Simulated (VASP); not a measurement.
Input:

```xyz
6
Lattice="3.8888 0.0000 0.0000 0.0000 3.8888 0.0000 0.0000 0.0000 5.9338" Properties=species:S:1:pos:R:3 pbc="T T T"
Ir     0.0000     0.0000     0.0000
Ir     1.9444     1.9444     0.0000
Ir     1.9444     0.0000     1.6021
Ir     0.0000     1.9444     4.3316
As     1.9444     0.0000     4.1536
As     0.0000     1.9444     1.7801
```

The numbers are results of PBE GGA, VASP's PBE PAW potentials (set 64) (plane waves; VASP), not measurements. Run with 300 eV cut-off, 5×5×3 Γ-centred mesh, Gaussian smearing of 0.050 eV, potentials Ir As.

At this cut-off the stress carries a Pulay error, which pulls relaxed volumes low. Unless said otherwise, spin-orbit coupling is left out, though it shifts the bands of the heavy elements here.

Estimate the energy per atom (σ→0), pressure, largest force, band gap (on the k-mesh) with the smallest direct gap where there is one.

| Property | Result |
|---|---|
| band gap (on the k-mesh) | none (metal, semimetal or under 0.01 eV) |
| energy per atom (σ→0) | -662.7 kJ/mol of atoms |
| pressure | 30.08 GPa |
| largest force | 5.092 eV/Å |

The structure was generated: AsIr2 was put into an ordered model structure, which need not be its known phase. The cell was not relaxed at this level. The k-mesh is coarse (spacing up to 0.35 per Å, 2π included), so the numbers may not be converged in it.
